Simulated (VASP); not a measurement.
# In2Bi with LDA: from relaxation to properties, part 5 of 5

How well does LDA reproduce what experiment finds for In2Bi? The cell is relaxed first, and properties follow on it. The start is a cell from a database of measured crystal structures.

VASP 6.6.1; LDA; plane waves and PAW (In_d, Bi_d).

Still holding for the runs below: The k-mesh is coarse for a metal.

So far. Step 7 (Independent-particle dielectric function (LDA)): At these settings, which differ from those of the relaxation, the cell is under a pressure of 0.4 GPa. Step 8 (Field gradients at the nuclei (LDA)): The largest gradient, -223.11 V/Å², sits on Bi5 and like sites; times the quadrupole moment of a nucleus that has one, it gives the coupling that NMR and NQR see. The relaxed cell has a = 5.303, c = 6.640 Å (conventional setting).

**9. Band structure (LDA), changed input**

Levels along the symmetry lines show where the bands peak and cross; KPOINTS_OPT computes them in the converged potential. Some settings are moved from the usual, to see what they do.

Contents of INCAR:

```
SYSTEM = In2Bi
PREC = Single
ENCUT = 400
EDIFF = 1E-06
NELM = 100
ISMEAR = 1
SIGMA = 0.2
LREAL = .FALSE.
ALGO = Normal
GGA = CA
NBANDS = 43
LORBIT = 11
LWAVE = .FALSE.
LCHARG = .FALSE.
KPAR = 4
NELECT = 82.02
```

Contents of POSCAR:

```
In2Bi
1.0
    5.3027491976      0.0000000000      0.0000000000
   -2.6513745988      4.5923155149      0.0000000000
    0.0000000000      0.0000000000      6.6403466881
In Bi
4 2
Direct
    0.0000000000      0.0000000000      0.0000000000
    0.0000000000      0.0000000000      0.5000000000
    0.3333333333      0.6666666667      0.7500000000
    0.6666666667      0.3333333333      0.2500000000
    0.3333333333      0.6666666667      0.2500000000
    0.6666666667      0.3333333333      0.7500000000
```

Contents of KPOINTS:

```
Automatic mesh
0
Gamma
5 5 4
0 0 0
```

Contents of KPOINTS_OPT:

```
Line mode
16
Line-mode
Reciprocal
  0.00000000   0.00000000   0.00000000 GAMMA
  0.50000000   0.00000000   0.00000000 M

  0.50000000   0.00000000   0.00000000 M
  0.33333333   0.33333333   0.00000000 K

  0.33333333   0.33333333   0.00000000 K
  0.00000000   0.00000000   0.00000000 GAMMA

  0.00000000   0.00000000   0.00000000 GAMMA
  0.00000000   0.00000000   0.50000000 A

  0.00000000   0.00000000   0.50000000 A
  0.50000000   0.00000000   0.50000000 L

  0.50000000   0.00000000   0.50000000 L
  0.33333333   0.33333333   0.50000000 H

  0.33333333   0.33333333   0.50000000 H
  0.00000000   0.00000000   0.50000000 A

  0.50000000   0.00000000   0.50000000 L
  0.50000000   0.00000000   0.00000000 M

  0.33333333   0.33333333   0.00000000 K
  0.33333333   0.33333333   0.50000000 H
```

The projector-augmented-wave data sets are In_d and Bi_d (LDA family, release 64).

Command:

```bash
$ mpirun -np 4 vasp_std
```

Output:

```text
[... set-up lines as in an earlier step ...]
 entering main loop
       N       E                     dE             d eps       ncg     rms          rms(c)
DAV:   1     0.883108018763E+03    0.88311E+03   -0.35556E+04  1290   0.222E+03
DAV:   2     0.919061966306E+02   -0.79120E+03   -0.78809E+03  1290   0.592E+02
DAV:   3    -0.154143652725E+02   -0.10732E+03   -0.10633E+03  1455   0.248E+02
DAV:   4    -0.216572307783E+02   -0.62429E+01   -0.59840E+01  1489   0.600E+01
DAV:   5    -0.219925563278E+02   -0.33533E+00   -0.32863E+00  2050   0.111E+01BRMIX: very serious problems
 the old and the new charge density differ
 old charge density:    82.00000 new   82.01990
BRMIX: very serious problems
 the old and the new charge density differ
 old charge density:    82.00000 new   82.01990
BRMIX: very serious problems
 the old and the new charge density differ
 old charge density:    82.00000 new   82.01990
BRMIX: very serious problems
 the old and the new charge density differ
 old charge density:    82.00000 new   82.01990
    0.501E+00
DAV:   6    -0.218586987734E+02    0.13386E+00   -0.42253E-01  1576   0.674E+00    0.247E+00
DAV:   7    -0.218289363569E+02    0.29762E-01   -0.15103E-01  1601   0.342E+00    0.462E-01
DAV:   8    -0.218265991738E+02    0.23372E-02   -0.19514E-02  1715   0.148E+00    0.188E-01
DAV:   9    -0.218263862941E+02    0.21288E-03   -0.21113E-03  1586   0.471E-01    0.863E-02
DAV:  10    -0.218263865438E+02   -0.24960E-06   -0.23431E-04  1939   0.210E-01    0.472E-02
DAV:  11    -0.218263767585E+02    0.97853E-05    0.42215E-05  1496   0.430E-02    0.258E-02
DAV:  12    -0.218263683992E+02    0.83593E-05    0.37464E-05  1393   0.668E-02    0.954E-03
DAV:  13    -0.218263618808E+02    0.65184E-05    0.53384E-05   976   0.275E-02    0.391E-03
DAV:  14    -0.218263580856E+02    0.37952E-05    0.38058E-05   684   0.536E-03    0.411E-03
DAV:  15    -0.218263550708E+02    0.30148E-05    0.31537E-05   681   0.815E-03    0.543E-03
DAV:  16    -0.218263520463E+02    0.30245E-05    0.26259E-05   719   0.231E-02    0.135E-03
DAV:  17    -0.218263500339E+02    0.20125E-05    0.20105E-05   681   0.734E-03    0.128E-03
DAV:  18    -0.218263483406E+02    0.16933E-05    0.16632E-05   672   0.404E-03    0.131E-03
DAV:  19    -0.218263469187E+02    0.14220E-05    0.14187E-05   672   0.160E-03    0.128E-03
DAV:  20    -0.218263458108E+02    0.11079E-05    0.11208E-05   672   0.171E-03    0.147E-03
DAV:  21    -0.218263448184E+02    0.99238E-06    0.95506E-06   672   0.193E-03
 -----------------------------------------------------------------------------
|                                                                             |
|           W    W    AA    RRRRR   N    N  II  N    N   GGGG   !!!           |
|           W    W   A  A   R    R  NN   N  II  NN   N  G    G  !!!           |
|           W    W  A    A  R    R  N N  N  II  N N  N  G       !!!           |
|           W WW W  AAAAAA  RRRRR   N  N N  II  N  N N  G  GGG   !            |
|           WW  WW  A    A  R   R   N   NN  II  N   NN  G    G                |
|           W    W  A    A  R    R  N    N  II  N    N   GGGG   !!!           |
|                                                                             |
|     Your highest band is occupied at some k-points! Unless you are          |
|     performing a calculation for an insulator or semiconductor, without     |
|     unoccupied bands, you have included TOO FEW BANDS!! Please increase     |
|     the parameter NBANDS in file INCAR to ensure that the highest band      |
|     is unoccupied at all k-points. It is always recommended to include      |
|     a few unoccupied bands to accelerate the convergence of                 |
|     molecular-dynamics runs (even for insulators or semiconductors),        |
|     since the presence of unoccupied bands improves wavefunction            |
|     prediction and helps to suppress 'band-crossings'.                      |
|                                                                             |
 -----------------------------------------------------------------------------

   1 F= -.21826345E+02 E0= -.21828253E+02  d E =0.572592E-02
 Start KPOINTS_OPT (optional k-point list driver)
k-point batch [1-15\144]
       N       E                     dE             ncg
DAV:   1     0.621833685248E+04   -0.49913E+04     1290
DAV:   2    -0.574796785259E+04   -0.11966E+05     1296
DAV:   3    -0.741631847782E+04   -0.16684E+04     1415
DAV:   4    -0.752328765554E+04   -0.10697E+03     1478
DAV:   5    -0.753027257879E+04   -0.69849E+01     2069
DAV:   6    -0.753080619528E+04   -0.53362E+00     1995
DAV:   7    -0.753090091309E+04   -0.94718E-01     1959
DAV:   8    -0.753091832345E+04   -0.17410E-01     1986
DAV:   9    -0.753092179181E+04   -0.34684E-02      997
DAV:  10    -0.753092282099E+04   -0.10292E-02      886
DAV:  11    -0.753092301020E+04   -0.18921E-03      813
DAV:  12    -0.753092305916E+04   -0.48966E-04      778
DAV:  13    -0.753092307196E+04   -0.12803E-04      750
DAV:  14    -0.753092307542E+04   -0.34581E-05      744
DAV:  15    -0.753092307648E+04   -0.10612E-05      738
DAV:  16    -0.753092307680E+04   -0.32047E-06      732
[...]
k-point batch [136-144\144]
       N       E                     dE             ncg
DAV:   1     0.145144106407E+05   -0.13215E+05      774
DAV:   2     0.745986167989E+04   -0.70545E+04      774
DAV:   3     0.654340614296E+04   -0.91646E+03      860
DAV:   4     0.648285319662E+04   -0.60553E+02      924
DAV:   5     0.647952010822E+04   -0.33331E+01     1284
DAV:   6     0.647939880086E+04   -0.12131E+00     1206
DAV:   7     0.647938885620E+04   -0.99447E-02     1212
DAV:   8     0.647938741429E+04   -0.14419E-02     1176
DAV:   9     0.647938703659E+04   -0.37771E-03      652
DAV:  10     0.647938687992E+04   -0.15666E-03      620
DAV:  11     0.647938680801E+04   -0.71909E-04      540
DAV:  12     0.647938677450E+04   -0.33513E-04      465
DAV:  13     0.647938675860E+04   -0.15906E-04      468
DAV:  14     0.647938675115E+04   -0.74487E-05      459
DAV:  15     0.647938674728E+04   -0.38675E-05      447
DAV:  16     0.647938674529E+04   -0.19844E-05      435
DAV:  17     0.647938674434E+04   -0.95691E-06      432
```

Wall time 76 s (4 MPI ranks of AMD EPYC 9R45, shared host); peak memory 0.83 GiB.

From OUTCAR (step 9):

```text
NELECT = 82.02

 ion  position               nearest neighbor table
   1  0.000  0.000  0.000-   2 3.32   2 3.32   4 3.48   5 3.48   6 3.48   3 3.48   3 3.48   5 3.48
                             4 3.48   6 3.48   4 3.48   6 3.48   3 3.48   5 3.48
   2  0.000  0.000  0.500-   1 3.32   1 3.32   4 3.48   5 3.48   6 3.48   3 3.48   3 3.48   5 3.48
                             4 3.48   6 3.48   4 3.48   6 3.48   3 3.48   5 3.48
   3  0.333  0.667  0.750-   6 3.06   6 3.06   6 3.06   5 3.32   5 3.32   1 3.48   2 3.48   2 3.48
                             1 3.48   2 3.48   1 3.48
   4  0.667  0.333  0.250-   5 3.06   5 3.06   5 3.06   6 3.32   6 3.32   1 3.48   2 3.48   1 3.48
                             2 3.48   1 3.48   2 3.48
   5  0.333  0.667  0.250-   4 3.06   4 3.06   4 3.06   3 3.32   3 3.32   1 3.48   2 3.48   2 3.48
                             1 3.48   2 3.48   1 3.48
   6  0.667  0.333  0.750-   3 3.06   3 3.06   3 3.06   4 3.32   4 3.32   1 3.48   2 3.48   1 3.48
                             2 3.48   1 3.48   2 3.48

   k-points           NKPTS =     15   k-points in BZ     NKDIM =     15   number of bands    NBANDS=     43

 E-fermi :   7.8306

 k-point     1 :       0.0000    0.0000    0.0000
  band No.  band energies     occupation
    ...
     39       5.9719      2.00000
     40       6.0144      2.00000
     41       7.3699      2.00532
     42       7.4904      2.03698
     43       7.4904      2.03698

  Total        0.4879926      0.4879926      0.5722397      0.0000000      0.0000000      0.0000000
  in kB        4.8350416      4.8350416      5.6697647      0.0000000      0.0000000      0.0000000
  external PRESSURE =       5.1132826 kB  Pullay stress =       0.0000000 kB

 POSITION                                       TOTAL-FORCE (eV/Angst)
 -----------------------------------------------------------------------------------
      0.00000      0.00000      0.00000        -0.000000      0.000000      0.000000
      0.00000      0.00000      3.32017        -0.000000      0.000000      0.000000
     -0.00000      3.06154      4.98026        -0.000000      0.000000      0.000000
      2.65137      1.53077      1.66009        -0.000000     -0.000000      0.000000
     -0.00000      3.06154      1.66009         0.000000      0.000000      0.000000
      2.65137      1.53077      4.98026        -0.000000     -0.000000      0.000000
 -----------------------------------------------------------------------------------
    total drift:                               -0.000000      0.000000     -0.000000

  FREE ENERGIE OF THE ION-ELECTRON SYSTEM (eV)
  ---------------------------------------------------
  free  energy   TOTEN  =       -21.8263448184 eV

  energy  without entropy=      -21.8320707352  energy(sigma->0) =      -21.82825346

[... 6 parts as in an earlier step ...]

[... 9 further parts left out ...]
```

The run converged; its settings lie outside those of the reference runs, so its numbers are set aside.

Settings moved from the usual: PREC = Single, NBANDS = 43 and NELECT = 82.02.

NELECT differs from the neutral count, so the cell is charged against a uniform background: another system, not a numerical setting. NBANDS is too small here: the log warns that the highest band is occupied, so needed states are cut off. PREC = Single changes the FFT grids.

**10. What came out**

| Property | Result |
| --- | --- |
| relaxed volume | 26.95 Å³/atom |
| relaxed conventional cell a, b, c | 5.303, 5.303, 6.640 Å; angles 90.0, 90.0, 120.0° |
| space group after relaxing, within 0.02 Å | P6_3/mmc (No. 194) |
| band gap | none, a metal |
| DOS at the Fermi level | 3.85 states/eV/cell |
| largest field gradient Vzz | -223.11 V/Å² on Bi5 |

With LDA, In2Bi relaxes to 26.95 Å³/atom in space group P6_3/mmc (held by the symmetry of the run) and comes out as a metal. Against the listed cell the volume lies -4.8 % (a -3.2 %, c +1.5 %). Bands along the symmetry lines (LDA): Of the bands kept, 6 cross the Fermi level on this path. Spin-orbit coupling is left out, and with elements this heavy it would split and shift bands near the Fermi level. The k-sampling is coarse for a metal, so the Fermi level, pressures and the shape of the cell carry errors. No search among competing phases was made, and a listed structure need not be the one stable at ambient conditions. All values are for a static lattice at zero temperature.

Comparison with the measured values:

```
              quantity  measured             LDA
lattice constant a (Å)    5.4728  5.303 (-3.1 %)
lattice constant c (Å)    6.5333  6.640 (+1.6 %)
```

Measured values from arxiv:2105.11850 (2021).

How well it matches: The lattice constant a is off by -3.1 %: a clear miss. The lattice constant c is off by +1.6 %: fair agreement. The grades are ours: good and fair within 0.7 and 1.5 % for the lattice constant a and 0.8 and 2 % for the lattice constant c. For lattice constants the calculation has a static lattice, without zero-point motion or thermal expansion (measured at up to 150 K).

[Lines on the potential files, build, host, timing and source positions are cut from VASP's logs without a mark.]

[Logs are printed without paths, hosts, clocks, repeated set-up lines and the standing remarks that a program may print on its own settings, such as how far it seeks lower states.]

[Hosts, paths, dates, database ids (printed as entryN), source tags and the programs' standing remarks are cut or masked in the printed files.]

[A measured line is paired with the nearest computed mode of its activity, which favours agreement.]
